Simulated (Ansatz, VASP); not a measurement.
## Li3TaS4 in VASP and in Ansatz

```
CELL_PARAMETERS angstrom
6.73712 0.00000 0.00000
-3.36856 5.83452 0.00000
0.00000 0.00000 3.30119
ATOMIC_POSITIONS crystal
Li 0.83333 0.16667 0.00000
Li 0.83333 0.66667 0.00000
Li 0.33333 0.16667 0.00000
Ta 0.33333 0.66667 0.00000
S 0.00000 0.50000 0.50000
S 0.00000 0.00000 0.50000
S 0.50000 0.50000 0.50000
S 0.50000 0.00000 0.50000
```

Alike in both runs: task single point; functional PBE; k mesh 3 × 3 × 6; occupations gaussian, width 0.1 eV; no spin polarisation.

|  | VASP | Ansatz |
| --- | --- | --- |
| version | VASP 6.6.1 | Ansatz 0.2.0 |
| potentials or method | VASP PAW PBE potentials, release 64 (Li_sv, Ta_pv, S) | scalar-relativistic, plane waves, PAW |
| plane-wave cutoff (eV) | 520 | 420 |
| valence electrons in the cell | 44 | 46 |

|  | VASP | Ansatz | Ansatz less VASP |
| --- | --- | --- | --- |
| gap on the k mesh at the Fermi level (eV) | none | none | - |
| rms of the force components (eV/Å) | 0.576 | 0.576 | -0.0001 |

Atom by atom the forces differ by 0.001 eV/Å (rms over components). A gap of «none» marks a metal or a gap that the smearing closes. With one functional, cell and mesh, what is left measures potentials, basis and numerics. The two sets of potentials don't hold the same shells in valence.

Caveats: forces of over 1 eV/Å show positions far from the minimum, so gaps and moduli don't describe the material at rest. Spin-orbit coupling is left out, which matters for the levels of Ta.
